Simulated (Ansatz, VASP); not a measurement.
# LuCd: VASP beside Ansatz, part 2 of 2

Aim: how closely do two programs agree when they are given the same cell, functional and k mesh? The cell is taken from a series of runs on this material, whose earlier steps may have relaxed, scaled, displaced or heated it; both programs get it as it stands.

VASP 6.6.1 and Ansatz 0.2.0.

So far. Step 3 (VASP: relaxation of cell and atoms, PBEsol): The data set Lu_3 holds the 4f electrons frozen in the core, so no f bands or f moments appear.

### 5. Ansatz: zone-centre phonons, PBEsol

Level of this step: Ansatz beside VASP: Kohn-Sham DFT, plane waves, PBEsol (Ansatz).

Second derivatives magnify differences that forces hide, and they need a tight electronic threshold.

The cell is taken from a series of runs on this material, whose earlier steps may have relaxed, scaled, displaced or heated it; both programs get it as it stands.

Contents of input.yaml:

```yaml
crystal:
  lattice:
    - [3.608155642, 0.0, 0.0]
    - [0.0, 3.608155642, 0.0]
    - [0.0, 0.0, 3.608155642]
  atoms:
    - { symbol: Lu, position: [0.5, 0.5, 0.5] }
    - { symbol: Cd, position: [0.0, 0.0, 0.0] }
kpoints:
  mp_grid: { grid: [12, 12, 12] }
hamiltonian:
  xc: pbesol
  pseudopotentials: { kind: paw, azcp: { folder: soft_1 }, xc_functional: pbe }
scf:
  occupations: { method: methfessel_paxton, width: 0.2 }
output:
  eigenvalues: true
phonons:
  method: dfpt
```

Command:

```
$ ansatz run input.yaml --threads 4 --pin off --max-ram 10240MiB --backend cpu --events-out ev --progress --plain --runs-dir out
```

Numbers of over 12 decimals in the logs are rounded to 6 here.

The program printed:

```text
[...]
Crystal: 2 atoms, lattice volume = 46.974 Å³
Basis set: ecut = 420 eV, 925 PW (Γ), exchange–correlation on 50×50×50 points (8 copies of the dense FFT grid, shifted against one another)
Bands: 27, of which v1, the nominal top of the filled ones, is band 23 counted from 1 (22 counted from 0)
Symmetry: 48 space group operations
k-points: 196 of 1728 (irreducible under 8 space group operations, time reversal used)
[...]
k mesh reduced under 8 symmetry operations, with k and −k counted as one. Each operation leaves every solved perturbation unchanged. A smaller set is not used because it would not reduce the number of displacements times k-points to solve
  ASR residual: 7.656e-5 → 0.000e0 eV/Å²; symmetrization residual: 4.140e-6 eV/Å²
  ASR residual per site (eV/Å²): 7.66e-5 2.60e-5
  Γ frequencies (cm⁻¹): 0.00 0.00 0.00 117.26 117.26 117.26
  non-analytic LO–TO correction: not included (Born effective charges unavailable; polar crystals: no LO–TO splitting at Γ)
[key lines of the parts left out:]
SCF converged after 13 iterations
Free energy (F): -22796.838618 eV
Fermi energy:    15.320838 eV
```

### 6. VASP: zone-centre phonons, PBEsol

The same cell, functional, mesh and smearing now go to VASP, with its own data sets.

Contents of INCAR:

```
SYSTEM = LuCd
PREC = Accurate
ENCUT = 500
EDIFF = 1E-08
NELM = 120
ISMEAR = 1
SIGMA = 0.2
LREAL = .FALSE.
ALGO = Normal
GGA = PS
NBANDS = 16
LORBIT = 11
LWAVE = .FALSE.
LCHARG = .FALSE.
ISIF = 2
IBRION = 8
LASPH = .TRUE.
GGA_COMPAT = .FALSE.
KPAR = 2
```

Contents of POSCAR:

```
LuCd
1.0
    3.6081556420      0.0000000000      0.0000000000
    0.0000000000      3.6081556420      0.0000000000
    0.0000000000      0.0000000000      3.6081556420
Lu Cd
1 1
Direct
    0.5000000000      0.5000000000      0.5000000000
    0.0000000000      0.0000000000      0.0000000000
```

Contents of KPOINTS:

```
Automatic mesh
0
Gamma
12 12 12
0 0 0
```

Potentials, in the order of the species: Lu_3 and Cd (PBE family, release 64).

Command:

```
$ mpirun -np 2 vasp_std
```

The program printed:

```text
[banner, memory and clock lines left out]
running    2 mpi-ranks, on    1 nodes
[...]
[... a notice as in an earlier step ...]

 LDA part: xc-table for (Slater+PW92), standard interpolation
 POSCAR, INCAR and KPOINTS ok, starting setup
[...]
entering main loop
       N       E                     dE             d eps       ncg     rms          rms(c)
DAV:   1     0.932334944676E+02    0.93233E+02   -0.10137E+04  4016   0.143E+03
DAV:   2    -0.471926358699E+01   -0.97953E+02   -0.95204E+02  4208   0.498E+02
DAV:   3    -0.697102820641E+01   -0.22518E+01   -0.22471E+01  3832   0.606E+01
DAV:   4    -0.698282069403E+01   -0.11792E-01   -0.11790E-01  3456   0.287E+00
[...]
DAV:  12    -0.673588518526E+01    0.18198E-07   -0.12378E-06  4384   0.131E-02    0.220E-03
DAV:  13    -0.673588514319E+01    0.42072E-07   -0.36700E-08  3296   0.225E-03    0.616E-04
DAV:  14    -0.673588513470E+01    0.84933E-08   -0.31731E-09  1824   0.818E-04
   1 F= -.67358851E+01 E0= -.67359685E+01  d E =0.250085E-03
[...]
RMM:  14    -0.100554915921E+00   -0.29309E-07   -0.96754E-08 15060   0.654E-05    0.513E-06
RMM:  15    -0.100554896334E+00    0.19587E-07   -0.65169E-08 14447   0.451E-05    0.483E-06
RMM:  16    -0.100554901460E+00   -0.51261E-08   -0.48048E-08 11803   0.347E-05    0.857E-06
 first order change of Fermi-energy   0.12173E-03
 force on displaced ion       1 direction 1 :  -3.382   0.000  -0.000
 Linear response progress:
  Degree of freedom:   2/  2
       N       E                     dE             d eps       ncg     rms          rms(c)
RMM:   1    -0.422237149774E+00   -0.42224E+00   -0.21712E-01 12111   0.838E+00
RMM:   2    -0.426158848795E+00   -0.39217E-02   -0.12808E-02 12427   0.773E-01    0.978E-02
RMM:   3    -0.426091368139E+00    0.67481E-04   -0.18131E-04 12496   0.121E-01    0.582E-02
RMM:   4    -0.426031221497E+00    0.60147E-04   -0.80052E-05 13081   0.791E-02    0.815E-03
[...]
RMM:  11    -0.425981701800E+00   -0.10508E-06   -0.77290E-11 13836   0.491E-05    0.294E-06
RMM:  12    -0.425981716103E+00   -0.14304E-07    0.43858E-11 13212   0.263E-05    0.224E-06
RMM:  13    -0.425981722867E+00   -0.67643E-08    0.31921E-11 13842   0.119E-05    0.422E-07
 first order change of Fermi-energy  -0.69201E-05
 force on displaced ion       2 direction 1 :  -3.370  -0.000  -0.000
 Linear response finished
```

OUTCAR, selected parts (step 6):

```text
  Total       -0.0135857     -0.0135857     -0.0135857      0.0000000     -0.0000000      0.0000000
  in kB       -0.4633811     -0.4633811     -0.4633811      0.0000000     -0.0000000      0.0000000
  external PRESSURE =      -0.4633811 kB  Pullay stress =       0.0000000 kB

 POSITION                                       TOTAL-FORCE (eV/Angst)
 -----------------------------------------------------------------------------------
      1.80408      1.80408      1.80408         0.000000      0.000000      0.000000
      0.00000      0.00000      0.00000         0.000000      0.000000      0.000000
 -----------------------------------------------------------------------------------
    total drift:                               -0.000000      0.000000      0.000000

[... 1 part as in an earlier step ...]

[... 1 further part left out ...]
```

### 7. Differences

What differs besides the data sets and the points named for the pairs above, as far as they apply: the data sets hold 45 valence electrons in Ansatz (on its PAW soft_1 files) and 21 in VASP. Total energies have different zeros and are not compared.

Both answers:

```tsv
quantity	Ansatz	VASP	difference
optical mode 1 to 3 (cm⁻¹)	117.3	115.8	+1.26 %
```

Modes are paired by rising frequency, not by their patterns, so a pair may set unlike modes beside each other; they are those without the splitting of longitudinal modes.

### 8. Outcome

- difference in volume (relaxation of cell and atoms, PBEsol): 0.070 %
- r.m.s. difference of the optical zone-centre modes, each program's sorted by frequency (zone-centre phonons, PBEsol): 1.5 cm⁻¹
- difference in optical mode 1 to 3 (zone-centre phonons, PBEsol): +1.3 %

In words: The difference in volume is 0.070 % (relaxation of cell and atoms, PBEsol), within the 1.2 % picked in this series as the mark of a large difference, as far as the stopping tolerances let one tell. The data sets hold unlike numbers of valence electrons (45 in Ansatz and 21 in VASP), so part of the differences comes from the potentials. Among the rows given in per cent, the largest difference of the zone-centre phonons, PBEsol pair is in optical mode 1 to 3, +1.3 %. 1 further run of this series is not shown here. Such differences can come from data sets, numerical settings and the points named under the comparisons, not from the functional's error against experiment.

[Lines on the potential files, build, host, timing and source positions are cut from VASP's logs without a mark.]

[Logs are printed without paths, hosts, clocks, repeated set-up lines and the standing remarks that a program may print on its own settings, such as how far it seeks lower states.]

[Hosts, paths, dates, database ids (printed as entryN), source tags and the programs' standing remarks are cut or masked in the printed files.]
